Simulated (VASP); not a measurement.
VASP ran on this input.

KPOINTS:
```
Automatic
0
gamma
10 10 10
0 0 0
```

### POSCAR
```
BAs
2.393210
  0.0000000000   1.0000000580   1.0000000580
  1.0000000580   0.0000000000   1.0000000580
  1.0000000580   1.0000000580   0.0000000000
B As
1 1
Direct
  0.0104462202  -0.0104462202   0.0104462202
  0.2500000000   0.2500000000   0.2500000000
```

INCAR:
```
NELM=100   # most electronic steps
EDIFF=1E-7
LMIXTAU=.TRUE.
PREC=Accurate
ALGO=Normal   # blocked Davidson
LREAL=.FALSE.   # projection in real space or not
LASPH=.TRUE.
LMAXMIX=4
ISIF=2   # forces and stress, cell fixed
LCHARG=.FALSE.
ISMEAR=0
SIGMA=0.05
SYSTEM=BAs
ENCUT=600
METAGGA=R2SCAN
LWAVE=.FALSE.
```

POTCAR, in this order: B As (PBE.64 set). Program: vasp_std.

Q: Write an equivalent input for Ansatz.

A: One equivalent input (not run):
Ansatz 0.2 input:
```yaml
crystal:
  lattice:
    - [0.0000000, 2.3932101, 2.3932101]
    - [2.3932101, 0.0000000, 2.3932101]
    - [2.3932101, 2.3932101, 0.0000000]
  atoms:
    - { symbol: B, position: [0.0104462, -0.0104462, 0.0104462] }
    - { symbol: As, position: [0.2500000, 0.2500000, 0.2500000] }
kpoints:
  mp_grid: { grid: [10, 10, 10] }
hamiltonian:
  xc: r2scan
  pseudopotentials: { kind: paw }
scf:
  occupations: { method: gaussian, width: 0.05 }
  max_iter: 100
output: { forces: true, stress: true, eigenvalues: true }
```
What does not carry over: each code has its own PAW files, so the cut-off isn't converted (ENCUT is set for VASP's; basis.ecutwfc is left out, and Ansatz then takes the one that its files recommend); Ansatz stops its SCF on the density residual and VASP on the energy change (EDIFF).

The compound is BAs in the zinc blende structure. This cell was strained or had an atom moved on purpose.
